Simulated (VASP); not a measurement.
Input for VASP

### POSCAR
```
CaSe
1
    0.0000000000     2.8913647849     2.8913647849
    2.8913647849     0.0000000000     2.8913647849
    2.8913647849     2.8913647849     0.0000000000
Ca Se
1 1
Direct
  0.0000000000   0.0000000000   0.0000000000
  0.5000000000   0.5000000000   0.5000000000
```

INCAR:
```
LREAL=.False.   # projection in real space or not
ISIF=2   # forces and stress, cell fixed
ENCUT=520
LMAXMIX=4   # l cut-off of mixed one-centre charges
LWAVE=.False.
LASPH=.True.   # aspherical one-centre terms
IVDW=13   # D4
PREC=Accurate
ALGO=Normal   # blocked Davidson
LCHARG=.False.
SYSTEM=CaSe
ISMEAR=0
NELM=100
GGA=PE
EDIFF=1E-7   # SCF stop (eV)
SIGMA=0.05   # width (eV)
```

**KPOINTS**
```
Automatic mesh
0
Gamma
8 8 8
0 0 0
```

POTCAR, in this order: Ca_sv Se (PBE.64 set). Program: vasp_std.

Question: Translate this PBE-D4 calculation to Ansatz.

Answer: One equivalent input (not run):
Ansatz 0.2 input:
```yaml
crystal:
  lattice:
    - [0.0000000, 2.8913648, 2.8913648]
    - [2.8913648, 0.0000000, 2.8913648]
    - [2.8913648, 2.8913648, 0.0000000]
  atoms:
    - { symbol: Ca, position: [0.0000000, 0.0000000, 0.0000000] }
    - { symbol: Se, position: [0.5000000, 0.5000000, 0.5000000] }
kpoints:
  mp_grid: { grid: [8, 8, 8] }
hamiltonian:
  xc: pbe
  dispersion: d4
  pseudopotentials: { kind: paw }
scf:
  occupations: { method: gaussian, width: 0.05 }
  max_iter: 100
output: { forces: true, stress: true, eigenvalues: true }
```
What does not carry over: each code has its own PAW files, so the cut-off isn't converted (ENCUT is set for VASP's; basis.ecutwfc is left out, and Ansatz then takes the one that its files recommend); Ansatz stops its SCF on the density residual and VASP on the energy change (EDIFF).

The compound is CaSe in the rock salt structure. This cell is one point of a volume scan, at 0.94 of the reference volume.
